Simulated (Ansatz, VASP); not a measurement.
# Y12Hf19O56 (amorphous 76HfO2-24Y2O3 (mol %)) in two plane-wave programs

One calculation is typed for both programs; each brings its own data sets. How far apart do they land? Of the first pair: The structure shown is the start of the Ansatz relaxation below; VASP solves that cell, so the two are compared at the walk's first step.

Calculated with Ansatz 0.2.0; plane waves, with VASP 6.6.1 beside it; single point at PBE.

## (1) The structure

The cell holds 87 atoms: 19 Hf, 12 Y and 56 O. Cell: a = 10.830 Å, b = 10.830 Å, c = 10.830 Å, α = 90.0°, β = 90.0°, γ = 90.0°. As first built, before any earlier steps moved the atoms (in the runner's words): 87 atoms (19 Zr, 12 Er, 56 O) placed at random at 6.06 g/cm^3, melted at 5000 K for 10 ps at fixed volume with the Morse and Coulomb pair potential with partial charges (Pedone, Malavasi, Menziani, Cormack and Segre, J. Phys. Chem. B 110, 11780 (2006)). Quenched from 5000 K to 300 K at 50 K/ps and fixed volume, held 5 ps, then minimised at fixed cell. Then Zr was replaced by Hf, Er was replaced by Y (the potential has no terms for the new elements, so the cell is a start for a DFT relaxation).

Coordinates:

```cif
data_structure
_symmetry_space_group_name_H-M 'P 1'
_symmetry_Int_Tables_number 1
_cell_length_a 10.8303
_cell_length_b 10.8303
_cell_length_c 10.8303
_cell_angle_alpha 90.000
_cell_angle_beta 90.000
_cell_angle_gamma 90.000
_cell_volume 1270.34
loop_
_atom_site_label
_atom_site_type_symbol
_atom_site_fract_x
_atom_site_fract_y
_atom_site_fract_z
_atom_site_occupancy
Hf1 Hf 0.08406 0.59919 0.75184 1
Hf2 Hf 0.08270 0.59507 0.09472 1
Hf3 Hf 0.03152 0.26927 0.58913 1
Hf4 Hf 0.02006 0.92884 0.20861 1
Hf5 Hf 0.19487 0.84380 0.92321 1
Hf6 Hf 0.33727 0.76086 0.61544 1
Hf7 Hf 0.81335 0.72748 0.29920 1
Hf8 Hf 0.97300 0.09638 0.90838 1
Hf9 Hf 0.54316 0.96934 0.39580 1
Hf10 Hf 0.69580 0.17629 0.68360 1
Hf11 Hf 0.82949 0.41071 0.95789 1
Hf12 Hf 0.37265 0.59566 0.90996 1
Hf13 Hf 0.54936 0.65181 0.42909 1
Hf14 Hf 0.16283 0.32418 0.90052 1
Hf15 Hf 0.62100 0.25963 0.20255 1
Hf16 Hf 0.32684 0.39308 0.21270 1
Hf17 Hf 0.37981 0.12563 0.67608 1
Hf18 Hf 0.10479 0.54129 0.44048 1
Hf19 Hf 0.85657 0.76912 0.97960 1
Y20 Y 0.94472 0.92243 0.65789 1
Y21 Y 0.83298 0.09889 0.39311 1
Y22 Y 0.32294 0.07409 0.09363 1
Y23 Y 0.66352 0.64269 0.75211 1
Y24 Y 0.98515 0.30109 0.20332 1
Y25 Y 0.80228 0.44473 0.44304 1
Y26 Y 0.59283 0.59217 0.11528 1
Y27 Y 0.21600 0.08889 0.41082 1
Y28 Y 0.54321 0.89481 0.86712 1
Y29 Y 0.40214 0.37518 0.51435 1
Y30 Y 0.51920 0.31507 0.89540 1
Y31 Y 0.30343 0.78206 0.25307 1
O32 O 0.41258 0.46649 0.05399 1
O33 O 0.15943 0.90510 0.34316 1
O34 O 0.04845 0.22726 0.77747 1
O35 O 0.68152 0.05093 0.53158 1
O36 O 0.42631 0.81032 0.45120 1
O37 O 0.17470 0.91208 0.09997 1
O38 O 0.67643 0.57284 0.55582 1
O39 O 0.44751 0.63059 0.26485 1
O40 O 0.64651 0.08929 0.28321 1
O41 O 0.16917 0.41301 0.08993 1
O42 O 0.49250 0.35400 0.31006 1
O43 O 0.01378 0.36132 0.40694 1
O44 O 0.52160 0.26833 0.63729 1
O45 O 0.25619 0.43210 0.38697 1
O46 O 0.50729 0.77036 0.70436 1
O47 O 0.71998 0.30871 0.82870 1
O48 O 0.17206 0.66919 0.57023 1
O49 O 0.35584 0.94672 0.93202 1
O50 O 0.96577 0.74288 0.15867 1
O51 O 0.30253 0.94854 0.65850 1
O52 O 0.24948 0.68123 0.03567 1
O53 O 0.92734 0.60832 0.40000 1
O54 O 0.00143 0.11081 0.26175 1
O55 O 0.14006 0.15866 0.99650 1
O56 O 0.15986 0.61892 0.26908 1
O57 O 0.50687 0.71438 0.97067 1
O58 O 0.92243 0.95071 0.03368 1
O59 O 0.05958 0.45928 0.61832 1
O60 O 0.41683 0.08770 0.48348 1
O61 O 0.00582 0.45512 0.88031 1
O62 O 0.54698 0.08170 0.77662 1
O63 O 0.00580 0.08628 0.53118 1
O64 O 0.78585 0.29298 0.29678 1
O65 O 0.23103 0.22838 0.57618 1
O66 O 0.84117 0.07325 0.76560 1
O67 O 0.41818 0.95543 0.24211 1
O68 O 0.94666 0.72128 0.69731 1
O69 O 0.32980 0.24369 0.82911 1
O70 O 0.73597 0.82900 0.84608 1
O71 O 0.88290 0.90073 0.33844 1
O72 O 0.23242 0.48942 0.83405 1
O73 O 0.04021 0.70396 0.93115 1
O74 O 0.68975 0.57333 0.30906 1
O75 O 0.82976 0.27560 0.57334 1
O76 O 0.73228 0.74670 0.12530 1
O77 O 0.66946 0.39380 0.07052 1
O78 O 0.26102 0.71828 0.79296 1
O79 O 0.65594 0.80653 0.38716 1
O80 O 0.90210 0.24175 0.01546 1
O81 O 0.26747 0.21064 0.24429 1
O82 O 0.92858 0.48297 0.11767 1
O83 O 0.41380 0.58134 0.54507 1
O84 O 0.06699 0.94713 0.82644 1
O85 O 0.78370 0.59288 0.91909 1
O86 O 0.48646 0.20890 0.07440 1
O87 O 0.51605 0.50720 0.82157 1
```

## (2) Ansatz: relaxation, PBE

Ansatz runs on its default PAW (the set named soft_2) files.

The two programs are compared at the cell with which this relaxation starts, whose forces are those of its first step.

Input file input.yaml:

```yaml
crystal:
  lattice:
    - [10.8303, 0.0, 0.0]
    - [0.0, 10.8303, 0.0]
    - [0.0, 0.0, 10.8303]
  atoms:
    - { symbol: Hf, position: [0.08406, 0.59919, 0.75184] }
    - { symbol: Hf, position: [0.0827, 0.59507, 0.09472] }
    - { symbol: Hf, position: [0.03152, 0.26927, 0.58913] }
    - { symbol: Hf, position: [0.02006, 0.92884, 0.20861] }
    - { symbol: Hf, position: [0.19487, 0.8438, 0.92321] }
    - { symbol: Hf, position: [0.33727, 0.76086, 0.61544] }
    - { symbol: Hf, position: [0.81335, 0.72748, 0.2992] }
    - { symbol: Hf, position: [0.973, 0.09638, 0.90838] }
    - { symbol: Hf, position: [0.54316, 0.96934, 0.3958] }
    - { symbol: Hf, position: [0.6958, 0.17629, 0.6836] }
    - { symbol: Hf, position: [0.82949, 0.41071, 0.95789] }
    - { symbol: Hf, position: [0.37265, 0.59566, 0.90996] }
    - { symbol: Hf, position: [0.54936, 0.65181, 0.42909] }
    - { symbol: Hf, position: [0.16283, 0.32418, 0.90052] }
    - { symbol: Hf, position: [0.621, 0.25963, 0.20255] }
    - { symbol: Hf, position: [0.32684, 0.39308, 0.2127] }
    - { symbol: Hf, position: [0.37981, 0.12563, 0.67608] }
    - { symbol: Hf, position: [0.10479, 0.54129, 0.44048] }
    - { symbol: Hf, position: [0.85657, 0.76912, 0.9796] }
    - { symbol: "Y", position: [0.94472, 0.92243, 0.65789] }
    - { symbol: "Y", position: [0.83298, 0.09889, 0.39311] }
    - { symbol: "Y", position: [0.32294, 0.07409, 0.09363] }
    - { symbol: "Y", position: [0.66352, 0.64269, 0.75211] }
    - { symbol: "Y", position: [0.98515, 0.30109, 0.20332] }
    - { symbol: "Y", position: [0.80228, 0.44473, 0.44304] }
    - { symbol: "Y", position: [0.59283, 0.59217, 0.11528] }
    - { symbol: "Y", position: [0.216, 0.08889, 0.41082] }
    - { symbol: "Y", position: [0.54321, 0.89481, 0.86712] }
    - { symbol: "Y", position: [0.40214, 0.37518, 0.51435] }
    - { symbol: "Y", position: [0.5192, 0.31507, 0.8954] }
    - { symbol: "Y", position: [0.30343, 0.78206, 0.25307] }
    - { symbol: O, position: [0.41258, 0.46649, 0.05399] }
    - { symbol: O, position: [0.15943, 0.9051, 0.34316] }
    - { symbol: O, position: [0.04845, 0.22726, 0.77747] }
    - { symbol: O, position: [0.68152, 0.05093, 0.53158] }
    - { symbol: O, position: [0.42631, 0.81032, 0.4512] }
    - { symbol: O, position: [0.1747, 0.91208, 0.09997] }
    - { symbol: O, position: [0.67643, 0.57284, 0.55582] }
    - { symbol: O, position: [0.44751, 0.63059, 0.26485] }
    - { symbol: O, position: [0.64651, 0.08929, 0.28321] }
    - { symbol: O, position: [0.16917, 0.41301, 0.08993] }
    - { symbol: O, position: [0.4925, 0.354, 0.31006] }
    - { symbol: O, position: [0.01378, 0.36132, 0.40694] }
    - { symbol: O, position: [0.5216, 0.26833, 0.63729] }
    - { symbol: O, position: [0.25619, 0.4321, 0.38697] }
    - { symbol: O, position: [0.50729, 0.77036, 0.70436] }
    - { symbol: O, position: [0.71998, 0.30871, 0.8287] }
    - { symbol: O, position: [0.17206, 0.66919, 0.57023] }
    - { symbol: O, position: [0.35584, 0.94672, 0.93202] }
    - { symbol: O, position: [0.96577, 0.74288, 0.15867] }
    - { symbol: O, position: [0.30253, 0.94854, 0.6585] }
    - { symbol: O, position: [0.24948, 0.68123, 0.03567] }
    - { symbol: O, position: [0.92734, 0.60832, 0.4] }
    - { symbol: O, position: [0.00143, 0.11081, 0.26175] }
    - { symbol: O, position: [0.14006, 0.15866, 0.9965] }
    - { symbol: O, position: [0.15986, 0.61892, 0.26908] }
    - { symbol: O, position: [0.50687, 0.71438, 0.97067] }
    - { symbol: O, position: [0.92243, 0.95071, 0.03368] }
    - { symbol: O, position: [0.05958, 0.45928, 0.61832] }
    - { symbol: O, position: [0.41683, 0.0877, 0.48348] }
    - { symbol: O, position: [0.00582, 0.45512, 0.88031] }
    - { symbol: O, position: [0.54698, 0.0817, 0.77662] }
    - { symbol: O, position: [0.0058, 0.08628, 0.53118] }
    - { symbol: O, position: [0.78585, 0.29298, 0.29678] }
    - { symbol: O, position: [0.23103, 0.22838, 0.57618] }
    - { symbol: O, position: [0.84117, 0.07325, 0.7656] }
    - { symbol: O, position: [0.41818, 0.95543, 0.24211] }
    - { symbol: O, position: [0.94666, 0.72128, 0.69731] }
    - { symbol: O, position: [0.3298, 0.24369, 0.82911] }
    - { symbol: O, position: [0.73597, 0.829, 0.84608] }
    - { symbol: O, position: [0.8829, 0.90073, 0.33844] }
    - { symbol: O, position: [0.23242, 0.48942, 0.83405] }
    - { symbol: O, position: [0.04021, 0.70396, 0.93115] }
    - { symbol: O, position: [0.68975, 0.57333, 0.30906] }
    - { symbol: O, position: [0.82976, 0.2756, 0.57334] }
    - { symbol: O, position: [0.73228, 0.7467, 0.1253] }
    - { symbol: O, position: [0.66946, 0.3938, 0.07052] }
    - { symbol: O, position: [0.26102, 0.71828, 0.79296] }
    - { symbol: O, position: [0.65594, 0.80653, 0.38716] }
    - { symbol: O, position: [0.9021, 0.24175, 0.01546] }
    - { symbol: O, position: [0.26747, 0.21064, 0.24429] }
    - { symbol: O, position: [0.92858, 0.48297, 0.11767] }
    - { symbol: O, position: [0.4138, 0.58134, 0.54507] }
    - { symbol: O, position: [0.06699, 0.94713, 0.82644] }
    - { symbol: O, position: [0.7837, 0.59288, 0.91909] }
    - { symbol: O, position: [0.48646, 0.2089, 0.0744] }
    - { symbol: O, position: [0.51605, 0.5072, 0.82157] }
kpoints:
  mp_grid: { grid: [1, 1, 1] }
hamiltonian:
  xc: pbe
scf:
  occupations: { method: fermi_dirac, width: 0.025 }
output:
  forces: true
relax:
  f_tol: 0.04
  max_steps: 250
  cell: {}
```

Launch:

```console
> ansatz run input.yaml --threads 4 --pin off --max-ram 8192MiB --backend cpu --events-out ev --progress --plain --runs-dir out
```

Numbers of over 12 decimals in the logs are rounded to 6 here.

The log of the run:

```text
Engine: ansatz 0.2.0, x86_64-unknown-linux-gnu
Pseudopotentials: kind: paw
Pseudopotential: Hf, paw, valence charge 26, recommended cutoff 420 eV (normal), Hf.paw.azcp
Pseudopotential: Y, paw, valence charge 11, recommended cutoff 420 eV (normal), Y.paw.azcp
Pseudopotential: O, paw, valence charge 6, recommended cutoff 420 eV (normal), O.paw.azcp
Functional definition: PBE
  parameter kappa = 0.804
  parameter beta = 0.066725
  exchange = pbe_x(kappa = kappa, mu = beta*pi^2/3)
  correlation = pbe_c(beta = beta)
Crystal: 87 atoms, lattice volume = 1270.344 Å³
Basis set: ecut = 420 eV, 24837 PW (Γ), exchange–correlation on 150×150×150 points (8 copies of the dense FFT grid, shifted against one another)
Bands: 578, of which v1, the nominal top of the filled ones, is band 481 counted from 1 (480 counted from 0)
Symmetry: 1 space group operations
Space group: P1 (ITA 1), of the structure as read, at distance tolerance 1.1e-4 Å
k-points: 1
Non-local potential: Hf, projectors of the file, l = 0: 3, l = 1: 2, l = 2: 2, l = 3: 3
Non-local potential: Y, projectors of the file, l = 0: 3, l = 1: 2, l = 2: 2, l = 3: 1
Non-local potential: O, projectors of the file, l = 0: 2, l = 1: 2, l = 2: 1
PAW form: soft (Blöchl's): semilocal exchange-correlation on the pseudo side does not see the compensation charge
PAW one-centre angular grid: Hf, 590 points (default); XC on 64 Gauss nodes
PAW one-centre angular grid: Y, 590 points (default); XC on 64 Gauss nodes
PAW one-centre angular grid: O, 110 points (default); XC on 64 Gauss nodes
Initial density: superposition of atomic densities (neutral atoms: chi_scale 0, normalization atom), corrected by the library's trained network
Initial wavefunctions: pseudopotential atomic-orbital guess
Functional: x = pbe(κ = 0.804, μ = 0.219515), c = pbe(β = 0.066725)
SCF iter   1: F=—  HF=-376819.245946 eV  |F-HF|=—  |Δ(HF+E_count)|=         —  Δρ=3.29e-3  dr2=1.73e-1  ethr=1.77e-3  ⟨swp⟩=5.0  Hψ=1805  notcnv=0  defer=72
preconditioner: auto → Resta (q_TF=auto, 2.605 Å⁻¹)  ε∞=4.4  [insulator: Δε(μ)=3.550 eV  Ē_g=16.870 eV  σ=0.025 eV  W_gap=1.00  n_scr=388 (ndim 8)  ℏωp=31.3 eV  f_vac=0.115  D(μ)=0.00/eV (n_scr^D=0)  ε∞_Penn≈4.4]
SCF iter   2: F=—  HF=-376819.238254 eV  |F-HF|=—  |Δ(HF+E_count)|=   7.69e-3  Δρ=1.67e-3  dr2=3.30e-2  ethr=1.80e-5  ⟨swp⟩=2.0  Hψ=1029  notcnv=0  defer=90
SCF iter   3: F=—  HF=-376819.240438 eV  |F-HF|=—  |Δ(HF+E_count)|=   2.18e-3  Δρ=7.35e-4  dr2=9.60e-3  ethr=3.43e-6  ⟨swp⟩=2.0  Hψ=849  notcnv=0  defer=90
SCF iter   4: F=—  HF=-376819.241688 eV  |F-HF|=—  |Δ(HF+E_count)|=   1.25e-3  Δρ=2.25e-4  dr2=8.91e-4  ethr=9.98e-7  ⟨swp⟩=2.0  Hψ=793  notcnv=0  defer=90
SCF iter   5: F=—  HF=-376819.242304 eV  |F-HF|=—  |Δ(HF+E_count)|=   6.16e-4  Δρ=1.49e-4  dr2=3.12e-4  ethr=9.26e-8  ⟨swp⟩=2.0  Hψ=969  notcnv=0  defer=90
SCF iter   6: F=—  HF=-376819.242413 eV  |F-HF|=—  |Δ(HF+E_count)|=   1.09e-4  Δρ=4.90e-5  dr2=4.43e-5  ethr=3.24e-8  ⟨swp⟩=2.0  Hψ=969  notcnv=0  defer=90
SCF iter   7: F=—  HF=-376819.238832 eV  |F-HF|=—  |Δ(HF+E_count)|=   3.58e-3  Δρ=3.93e-5  dr2=2.25e-5  ethr=4.60e-9  ⟨swp⟩=2.0  Hψ=1046  notcnv=0  defer=90
SCF iter   8: F=—  HF=-376819.238839 eV  |F-HF|=—  |Δ(HF+E_count)|=   7.72e-6  Δρ=1.48e-5  dr2=3.77e-6  ethr=2.34e-9  ⟨swp⟩=2.0  Hψ=845  notcnv=0  defer=90
SCF iter   9: F=—  HF=-376819.238842 eV  |F-HF|=—  |Δ(HF+E_count)|=   2.80e-6  Δρ=6.21e-6  dr2=6.41e-7  ethr=3.92e-10  ⟨swp⟩=2.0  Hψ=797  notcnv=0  defer=90
SCF iter  10: F=—  HF=-376819.238843 eV  |F-HF|=—  |Δ(HF+E_count)|=   4.39e-7  Δρ=5.30e-6  dr2=3.51e-7  ethr=6.67e-11  ⟨swp⟩=2.0  Hψ=969  notcnv=0  defer=90
SCF iter  11: F=-376819.238843 eV  HF=-376819.238843 eV  |F-HF|=1.76e-8  |Δ(HF+E_count)|=   5.20e-8  Δρ=1.36e-6  dr2=2.96e-8  ethr=1.04e-11  ⟨swp⟩=2.0  Hψ=1908  notcnv=0
SCF 1 converged in 11 iterations: F = -376819.238843 eV  dr2 = 2.96e-8
  greatest PAW one-centre occupation: 0.999 electrons in one spin orbital (limit 2), on the Hf atom at site 10 (counted from 0), in its partial waves of l = 0
relax step   1: F+E_penalty+E_count = -376819.23884264 eV  Δ(F+E_penalty+E_count) = +0.000e0 eV  max|allowed force component| = 1.338e0 eV/Å  Δτ_max = 0.0000 Å  P = -6.953 GPa  Ω = 1270.344 Å³  (11 SCF iters, dr2 threshold 1.00e-7 eV, accepted)
Crystal: 87 atoms, lattice volume = 1178.516 Å³
Basis set: ecut = 420 eV, 23055 PW (Γ), exchange–correlation on 150×150×150 points (8 copies of the dense FFT grid, shifted against one another)
Initial density: handed on by an earlier stage of this run
Initial wavefunctions: those handed on with the density
iter 1 solved again at ethr=1.97e-4 eV; its pass at ethr=3.10e-3 eV (dr2=1.90e0 eV) is discarded
SCF iter   1: F=—  HF=-376821.919861 eV  |F-HF|=—  |Δ(HF+E_count)|=         —  Δρ=1.49e-2  dr2=1.90e0  ethr=1.97e-4  ⟨swp⟩=6.0  Hψ=2524  notcnv=0
[...]
atom  70  O      0.00546058     0.01030057    -0.00350579
  atom  71  O     -0.00188697    -0.00295040    -0.00313008
  atom  72  O     -0.00422991    -0.00644477     0.00712604
  atom  73  O     -0.00685114     0.00342098     0.00265461
  atom  74  O      0.00376626    -0.00381961     0.00390329
  atom  75  O     -0.00277416     0.00035566     0.00544225
  atom  76  O      0.00385478     0.00532460    -0.00259184
  atom  77  O      0.00176059    -0.00072180    -0.00249129
  atom  78  O     -0.00241486     0.00568720    -0.01076035
  atom  79  O      0.00109907     0.00281670    -0.00242926
  atom  80  O     -0.00423265    -0.00638795     0.00156254
  atom  81  O      0.00395557     0.00711723    -0.00359864
  atom  82  O      0.00048864    -0.00516823     0.00101291
  atom  83  O     -0.00593513     0.00679958     0.00933571
  atom  84  O     -0.00136135     0.00203232     0.00088091
  atom  85  O      0.00395999    -0.00399908    -0.00414267
  atom  86  O      0.00284287     0.00604525     0.00244629
  atom  87  O     -0.00505934    -0.00232569     0.00571454
  max |Σ_I F_I| component: 2.28e-6 eV/Å
--- Stress (GPa, compression-positive) ---
       -0.007434      -0.001314       0.010367
       -0.001314      -0.027936      -0.002881
        0.010367      -0.002881      -0.035870
  P = ⅓ Tr σ = -0.0237 GPa (-0.237 kbar)
--- Relaxed structure (16 steps of the walk, 15 accepted, 2 SCFs on fresh bases) ---
  F+E_penalty+E_count = -376823.79845855 eV   max|allowed force component| = 2.135e-2 eV/Å   (the final SCF, on the basis selected at the relaxed cell)
  cell:  # Å, volume = 1184.3190 Å³
    - [10.532354, 0.00511121, -0.194617]
    - [0.00511121, 10.615550, -0.044090]
    - [-0.194617, -0.044090, 10.596336]
  atoms:
    - { symbol: Hf, position: [0.069138, 0.612100, 0.737494] }
    - { symbol: Hf, position: [0.073224, 0.584279, 0.079678] }
    - { symbol: Hf, position: [0.031536, 0.266572, 0.598463] }
    - { symbol: Hf, position: [0.024131, 0.924113, 0.214502] }
    - { symbol: Hf, position: [0.185882, 0.855674, 0.918428] }
    - { symbol: Hf, position: [0.335707, 0.777194, 0.610872] }
    - { symbol: Hf, position: [0.816307, 0.728619, 0.297018] }
    - { symbol: Hf, position: [0.964360, 0.096930, 0.919763] }
    - { symbol: Hf, position: [0.539143, 0.967119, 0.390311] }
    - { symbol: Hf, position: [0.692907, 0.179540, 0.675073] }
    - { symbol: Hf, position: [0.835165, 0.409764, 0.950966] }
    - { symbol: Hf, position: [0.365335, 0.591879, 0.910245] }
    - { symbol: Hf, position: [0.551214, 0.644746, 0.424251] }
    - { symbol: Hf, position: [0.169826, 0.327868, 0.899881] }
    - { symbol: Hf, position: [0.631250, 0.251143, 0.195573] }
    - { symbol: Hf, position: [0.329591, 0.417260, 0.240059] }
    - { symbol: Hf, position: [0.378161, 0.116588, 0.680642] }
    - { symbol: Hf, position: [0.111742, 0.532730, 0.434555] }
    - { symbol: Hf, position: [0.843809, 0.769658, 0.977749] }
    - { symbol: Y, position: [0.898214, 0.926004, 0.660402] }
    - { symbol: Y, position: [0.839426, 0.107234, 0.395758] }
    - { symbol: Y, position: [0.326737, 0.089633, 0.094804] }
    - { symbol: Y, position: [0.636686, 0.638903, 0.740628] }
    - { symbol: Y, position: [1.024847, 0.288584, 0.191999] }
    - { symbol: Y, position: [0.814250, 0.445960, 0.438264] }
    - { symbol: Y, position: [0.598234, 0.576154, 0.111690] }
    - { symbol: Y, position: [0.207212, 0.077930, 0.427023] }
    - { symbol: Y, position: [0.545734, 0.906477, 0.888756] }
    - { symbol: Y, position: [0.369331, 0.420938, 0.625036] }
    - { symbol: Y, position: [0.528623, 0.308178, 0.897396] }
    - { symbol: Y, position: [0.304902, 0.778632, 0.239174] }
    - { symbol: O, position: [0.414631, 0.459055, 0.039197] }
    - { symbol: O, position: [0.165154, 0.888843, 0.346886] }
    - { symbol: O, position: [0.036294, 0.241718, 0.787097] }
    - { symbol: O, position: [0.715357, 0.028372, 0.548647] }
    - { symbol: O, position: [0.416742, 0.804092, 0.436534] }
    - { symbol: O, position: [0.183252, 0.917442, 0.101993] }
    - { symbol: O, position: [0.685637, 0.564099, 0.553957] }
    - { symbol: O, position: [0.443376, 0.610428, 0.259205] }
    - { symbol: O, position: [0.648590, 0.084862, 0.292652] }
    - { symbol: O, position: [0.176432, 0.410111, 0.083198] }
    - { symbol: O, position: [0.510223, 0.357416, 0.278398] }
    - { symbol: O, position: [0.032190, 0.352168, 0.405320] }
    - { symbol: O, position: [0.511320, 0.270561, 0.643439] }
    - { symbol: O, position: [0.289637, 0.442942, 0.425188] }
    - { symbol: O, position: [0.497275, 0.804384, 0.717146] }
    - { symbol: O, position: [0.724712, 0.321153, 0.812503] }
    - { symbol: O, position: [0.180515, 0.653440, 0.569806] }
    - { symbol: O, position: [0.345008, 0.960651, 0.917723] }
    - { symbol: O, position: [0.969387, 0.735183, 0.164364] }
    - { symbol: O, position: [0.274931, 0.959150, 0.628680] }
    - { symbol: O, position: [0.248690, 0.684843, 0.037766] }
    - { symbol: O, position: [0.936356, 0.609027, 0.393395] }
    - { symbol: O, position: [0.023201, 0.102421, 0.277311] }
    - { symbol: O, position: [0.135683, 0.167407, 1.008656] }
[...]
- { symbol: O, position: [0.891014, 0.238400, 0.025247] }
    - { symbol: O, position: [0.262359, 0.232910, 0.249020] }
    - { symbol: O, position: [0.925577, 0.475085, 0.123610] }
    - { symbol: O, position: [0.442473, 0.607101, 0.575990] }
    - { symbol: O, position: [0.054261, 0.954486, 0.818258] }
    - { symbol: O, position: [0.767093, 0.591276, 0.918091] }
    - { symbol: O, position: [0.518151, 0.167938, 0.056416] }
    - { symbol: O, position: [0.496862, 0.497224, 0.799518] }
```

Reading the cycles: dr2 is the Hartree energy of the density residual (eV), the measure of convergence; HF is the Harris–Foulkes estimate of the energy, which meets the free energy F at convergence.

[end of part 1 of 3]

[Lines on the potential files, build, host, timing and source positions are cut from VASP's logs without a mark.]

[Logs are printed without paths, hosts, clocks, repeated set-up lines and the standing remarks that a program may print on its own settings, such as how far it seeks lower states.]

[Hosts, paths, dates, database ids (printed as entryN), source tags and the programs' standing remarks are cut or masked in the printed files.]
